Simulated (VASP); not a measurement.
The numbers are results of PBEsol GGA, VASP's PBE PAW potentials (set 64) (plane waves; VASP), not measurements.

VASP input:

**INCAR**
```
# general
SYSTEM =SnSe
PREC   =Accurate
ENCUT  =530   # plane-wave cut-off (eV)
LREAL  =F
LASPH  =T

# electronic loop
EDIFF  =1E-7
NELM   =100
ALGO   =Normal   # blocked Davidson
LMAXMIX=4   # l cut-off of mixed one-centre charges

# smearing
ISMEAR =0   # Gaussian
SIGMA  =0.05   # width (eV)

# functional
GGA    =PS   # PBEsol

# ions
IBRION =6   # finite differences
NSW    =1   # most ionic steps
ISIF   =3
POTIM  =0.015
NFREE  =2

# output
LWAVE  =F
LCHARG =F
```

KPOINTS:
```
Automatic mesh
0
Gamma
7 7 7
0 0 0
```

### POSCAR
```
SnSe
1
    0.0000000000     2.9739270895     2.9739270895
    2.9739270895     0.0000000000     2.9739270895
    2.9739270895     2.9739270895     0.0000000000
Sn Se
1 1
Direct
  0.0000000000   0.0000000000   0.0000000000
  0.5000000000   0.5000000000   0.5000000000
```

POTCAR, in this order: Sn_d Se (PBE.64 set). Program: vasp_std.

What VASP printed:

**OUTCAR**
```
 ion  position               nearest neighbor table
   1  0.000  0.000  0.000-   2 2.97   2 2.97   2 2.97   2 2.97   2 2.97   2 2.97
   2  0.500  0.500  0.500-   1 2.97   1 2.97   1 2.97   1 2.97   1 2.97   1 2.97
  LATTYP: Found a face centered cubic cell.
 ALAT       =     5.9478541790
 Subroutine PRICEL returns:
 Original cell was already a primitive cell.
 Subroutine GETGRP returns: Found 48 space group operations
The static configuration has the point symmetry O_h .
The dynamic configuration has the point symmetry O_h .
 Subroutine INISYM returns: Found 48 space group operations
 Subroutine IBZKPT returns following result:
 Found     20 irreducible k-points:

 Following reciprocal coordinates:
            Coordinates               Weight
  0.000000  0.000000  0.000000      1.000000
  0.142857  0.000000  0.000000      8.000000
  0.285714  0.000000  0.000000      8.000000
  0.428571  0.000000  0.000000      8.000000
  0.142857  0.142857  0.000000      6.000000
  0.285714  0.142857  0.000000     24.000000
  0.428571  0.142857  0.000000     24.000000
 -0.428571  0.142857  0.000000     24.000000
 -0.285714  0.142857  0.000000     24.000000
 -0.142857  0.142857  0.000000     12.000000
  0.285714  0.285714  0.000000      6.000000
  0.428571  0.285714  0.000000     24.000000
 -0.428571  0.285714  0.000000     24.000000
 -0.285714  0.285714  0.000000     12.000000
  0.428571  0.428571  0.000000      6.000000
 -0.428571  0.428571  0.000000     12.000000
  0.428571  0.285714  0.142857     24.000000
 -0.428571  0.285714  0.142857     48.000000
 -0.428571  0.428571  0.142857     24.000000
 -0.285714  0.428571  0.142857     24.000000
 Subroutine IBZKPT_HF returns following result:
   k-points           NKPTS =     20   k-points in BZ     NKDIM =     20   number of bands    NBANDS=     14
   number of dos      NEDOS =    301   number of ions     NIONS =      2
   total plane-waves  NPLWV =  32768
   dimension x,y,z NGX =    32 NGY =   32 NGZ =   32
   dimension x,y,z NGXF=    64 NGYF=   64 NGZF=   64
   ions per type =               1   1
   PREC   = accura    normal or accurate (medium, high low for compatibility)
   ISTART =      0    job   : 0-new  1-cont  2-samecut
   ICHARG =      2    charge: 1-file 2-atom 10-const
   ISPIN  =      1    spin polarized calculation?
   LNONCOLLINEAR =      F non collinear calculations
   LSORBIT =      F    spin-orbit coupling
   INIWAV =      1    electr: 0-lowe 1-rand  2-diag
   ENCUT  =  530.0 eV  38.95 Ry    6.24 a.u.   7.89  7.89  7.89*2*pi/ulx,y,z
   NELM   =    100;   NELMIN=  2; NELMDL= -5     # of ELM steps
   EDIFF  = 0.1E-06   stopping-criterion for ELM
   LREAL  =      F    real-space projection
   NLSPLINE    = F    spline interpolate recip. space projectors
   LMAXMIX     =    4 max onsite mixed and CHGCAR
   VOSKOWN=      0    Vosko Wilk Nusair interpolation
   EDIFFG = 0.1E-05   stopping-criterion for IOM
   NSW    =     61    number of steps for IOM
   NBLOCK =      1;   KBLOCK =     61    inner block; outer block
   IBRION =      6    ionic relax: 0-MD 1-quasi-New 2-CG
   NFREE  =      2    steps in history (QN), initial steepest desc. (CG)
   ISIF   =      3    stress and relaxation
   ISYM   =      2    0-nonsym 1-usesym 2-fastsym
   TEIN   =    0.0    initial temperature
   TEBEG  =    0.0;   TEEND  =   0.0 temperature during run
   SMASS  =  -3.00    Nose mass-parameter (am)
   PSTRESS=    0.0 pullay stress
   NELECT =      20.0000    total number of electrons
   EFERMI =   0.00;   METHOD = LEGACY
   ISMEAR =     0;   SIGMA  =   0.05  broadening in eV -4-tet -1-fermi 0-gaus
   IALGO  =     38    algorithm
   LDIAG  =      T    sub-space diagonalisation (order eigenvalues)
   IMIX   =      4    mixing-type and parameters
     AMIX     =   0.40;   BMIX     =  1.00
...
```

File OUTCAR:
```


 TOTAL ELASTIC MODULI (kBar)
 Direction    XX          YY          ZZ          XY          YZ          ZX
 --------------------------------------------------------------------------------
 XX        1465.4661    112.3877    112.3877      0.0000      0.0000     -0.0000
 YY         112.3877   1465.4661    112.3877      0.0000     -0.0000      0.0000
 ZZ         112.3877    112.3877   1465.4661     -0.0000     -0.0000      0.0000
 XY           0.0000      0.0000     -0.0000    187.0959      0.0000      0.0000
 YZ           0.0000     -0.0000     -0.0000      0.0000    187.0959      0.0000
 ZX          -0.0000      0.0000      0.0000      0.0000      0.0000    187.0959
 --------------------------------------------------------------------------------
```
(Selected blocks of OUTCAR.)

The structure comes from a computed database's SnSe entry (Fm-3m); how it stands against other phases isn't given here. It was relaxed first.
